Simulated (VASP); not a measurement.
Set up this calculation in VASP 6.6.1, as the native input.

```yaml
Task: relaxation of cell and atoms
Functional: PBE
Potentials_or_basis: VASP PAW PBE potentials, release 64 (Be, Sn_d, Cl)
Cutoff: 600 eV
k_mesh: 4 × 4 × 6
Occupations: gaussian, width 0.1 eV
Spin: no spin polarisation
Dipole_correction: no
Further_INCAR_settings: ALGO = Normal; EDIFF = 1e-06; IBRION = 2; EDIFFG = -0.04; NSW = 90; ISIF = 3
```

The structure of Be2SnCl lies in POSCAR:

```
Be2SnCl
1.0
    4.5153171278      0.0000000000      0.0000000000
    0.0000000000      4.5153171278      0.0000000000
    0.0000000000      0.0000000000      3.2185644293
Be Sn Cl
2 1 1
Direct
    0.5000000000      0.0000000000      0.0000000000
    0.0000000000      0.5000000000      0.0000000000
    0.0000000000      0.0000000000      0.5000000000
    0.5000000000      0.5000000000      0.0000000000
```

The cell was built by a generator and needn't be a form met in nature.

The cell isn't the ideal one: random cell by space group and Wyckoff sites (P4mm, No. 99).

These files were run (other wordings do the same):

INCAR

```
ALGO     = Normal         # electronic algorithm
EDIFF    = 1E-6           # SCF threshold, eV
EDIFFG   = -0.04          # ionic threshold
ENCUT    = 600            # plane-wave cutoff, eV
GGA      = PE             # functional
IBRION   = 2              # ionic algorithm
ISIF     = 3              # what is computed and relaxed
ISMEAR   = 0              # smearing method
LASPH    = T              # aspherical terms in the spheres
LCHARG   = F              # write CHGCAR
LREAL    = F              # projectors in reciprocal space
LWAVE    = F              # write WAVECAR
NELM     = 80             # most SCF steps
NSW      = 90             # ionic steps
PREC     = Accurate       # precision mode
SIGMA    = 0.1            # smearing width, eV
```

KPOINTS

```
k-points
0
Gamma
  4 4 6
```

Potentials or basis: VASP PAW PBE potentials, release 64 (Be, Sn_d, Cl).

Command:

```sh
$ cat potpaw_PBE.64/Be/POTCAR potpaw_PBE.64/Sn_d/POTCAR potpaw_PBE.64/Cl/POTCAR > POTCAR
$ mpirun -np 1 vasp_std > vasp.out
```

It gave:

* Relaxed volume: 16.21 Å³/atom
* Relaxed cell: a = 4.627 Å, b = 4.627 Å, c = 3.029 Å, α = 90.00°, β = 90.00°, γ = 90.00°
* Space group after relaxing (to 0.05 Å): P4/mmm (No. 123)
* Energy gained by relaxing: 30.6 meV/atom
* Ionic steps: 5
* Pressure after relaxing: 0.0 GPa
* Band gap on the k mesh: none (metal or under the smearing width)

Caveat: an odd number of electrons without spin polarisation forces a metal; a magnetic or distorted state may lie lower.

Run time: 53 s on 1 thread of Intel(R) Xeon(R) Platinum 8375C CPU @ 2.90GHz (Ice Lake) (shared host), peak memory 0.21 GiB.
